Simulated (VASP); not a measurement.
Data:

```yaml
crystal:
  lattice:
    - [0.00000, 1.98438, 1.98438]
    - [1.98438, 0.00000, 1.98438]
    - [1.98438, 1.98438, 0.00000]
  atoms:
    - { symbol: Pt, position: [0.00000, 0.00000, 0.00000] }
```

Computed with PBE GGA with D4 dispersion, VASP's PBE PAW potentials (set 64) (plane waves; VASP 6.6.1). Settings: 520 eV cut-off, 16×16×16 Γ-centred mesh, first-order Methfessel-Paxton smearing of 0.10 eV, potentials Pt.

Unless said otherwise, spin-orbit coupling is left out, though it shifts the bands of the heavy elements here.

Problem. Estimate the energy per atom (σ→0), pressure, band gap (on the k-mesh) with the smallest direct gap where there is one.

Solution. 
The band gap (on the k-mesh) comes out as none (metal, semimetal or under 0.01 eV) and the energy per atom (σ→0) is -6.843 eV/atom. The pressure is -7.51 GPa.

Total energies compare only between runs with the same potentials, cut-off and functional.

The compound is Pt in the fcc structure. This cell is one point of a volume scan, at 1.03 of the reference volume.
